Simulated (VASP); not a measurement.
Crystal: BPd4.

```xyz
5
Lattice="2.8920 0.0000 0.0000 0.0000 4.3650 0.0000 0.0000 0.0000 5.8563" Properties=species:S:1:pos:R:3 pbc="T T T"
Pd    1.4460    0.0000    1.1571
Pd    0.0000    0.0000    3.6278
Pd    0.0000    2.1825    1.9277
Pd    1.4460    2.1825    5.0807
B     1.4460    0.0000    5.0553
```

The cell comes from a database or a generator and needn't be the stable form of this composition.

Base run:

| Property | Result |
| --- | --- |
| Program | VASP 6.6.1 |
| Functional | PBEsol |
| Potentials or basis | VASP PAW PBE potentials, release 64 (Pd, B) |
| Cutoff | 520 eV |
| k mesh | 7 × 5 × 4 |
| Occupations | fermi-dirac, width 0.05 eV |
| Spin | no spin polarisation |

Its results: pressure -8.5 GPa; largest force 0.144 eV/Å.

Problem. After a change of settings the same cell gave: pressure -0.6 GPa; largest force 0.178 eV/Å. Which change was it?
A. functional from PBEsol to PW91
B. functional from PBEsol to revPBE
C. functional from PBEsol to SCAN; further incar settings from ALGO = Fast; EDIFF = 1e-06; NBANDS = 30 to ALGO = Normal; EDIFF = 1e-06; NBANDS = 30
D. functional from PBEsol to AM05

Solution. A.

PW91 binds less tightly than PBEsol, so the same cell stands under more pressure.

Caveats: the PAW data sets were made with another functional, which shifts forces and pressure a little.
